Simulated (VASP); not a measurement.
Input of a VASP 6.6.1 run:

The input INCAR:

```
ALGO = Fast ; EDIFF = 1E-7
ENCUT = 520 ; GGA = PS
ICORELEVEL = 1 ; ISIF = 2
ISMEAR = 0 ; KPAR = 4
LASPH = True ; LCHARG = False
LREAL = False ; LWAVE = False
NBANDS = 71 ; NELM = 80
PREC = Accurate ; SIGMA = 0.03
```

The input KPOINTS:

```
k-points
0
Gamma
  6 6 5
```

POSCAR

```
Si11Ge5                                 
1.0
    0.0000000000      5.5008598808      5.5008598808
    5.5012772824     -0.0004174015      5.5012772824
    5.5008598808      5.5008598808      0.0000000000
  Si              Ge            
    11     5
Direct
     0.3776418305785748    0.3778279088133870    0.3722651303040191
     0.3764417453651233    0.8708725001569230    0.3762440091128304
     0.3764417453651233    0.8708725001569230    0.8764417453651233
     0.8722651303040191    0.3778279088133870    0.3722651303040191
     0.8722651303040191    0.3778279088133870    0.8776418305785748
     0.8762440091128304    0.8708725001569230    0.8764417453651233
     0.2538561055141282    0.7487191318843536    0.2487123813007591
     0.2486431814355093    0.7540704556934649    0.7486431814355093
     0.7487140418165902    0.2538578745502365    0.2487140418165902
     0.7487123813007591    0.7487191318843536    0.2487123813007591
     0.7487123813007591    0.7487191318843536    0.7538561055141283
     0.3735419902111590    0.3793740293665300    0.8735419902111590
     0.8750481255320141    0.8748556234039648    0.3750481255320141
     0.2485348303644324    0.2485277981406092    0.2544025411305189
     0.2485348303644324    0.2485277981406092    0.7485348303644324
     0.7544025411305190    0.2485277981406092    0.7485348303644324
```

The input KPOINTS_OPT:

```
explicit points
6
Reciprocal
 0.0000000000  0.0000000000  0.0000000000 1
 0.3750000000  0.3750000000  0.7500000000 1
 0.5000000000  0.5000000000  0.5000000000 1
 0.6250000000  0.2500000000  0.6250000000 1
 0.5000000000  0.2500000000  0.7500000000 1
 0.5000000000  0.0000000000  0.5000000000 1
```

Potentials or basis: VASP PAW PBE potentials, release 64 (Si, Ge_d).

The run is started by

```sh
$ cat potpaw_PBE.64/Si/POTCAR potpaw_PBE.64/Ge_d/POTCAR > POTCAR
$ mpirun -np 4 vasp_std > vasp.out
```

Question: What does it give for the band gap along the path?

Answer: 0.27 eV, direct.

Question: Predict the band gap on the k mesh.

Answer: 0.27 eV, direct.

Core levels (eV, on the scale of the bands):
```
atom                           levels
1 Si  1s -1774.6, 2s -128.5, 2p -84.6
2 Si  1s -1774.6, 2s -128.5, 2p -84.6
3 Si  1s -1774.6, 2s -128.5, 2p -84.6
4 Si  1s -1774.6, 2s -128.5, 2p -84.6
5 Si  1s -1774.6, 2s -128.5, 2p -84.6
6 Si  1s -1774.6, 2s -128.5, 2p -84.6
```

 A hybrid or GW would open this gap; PBEsol tends to underestimate it.
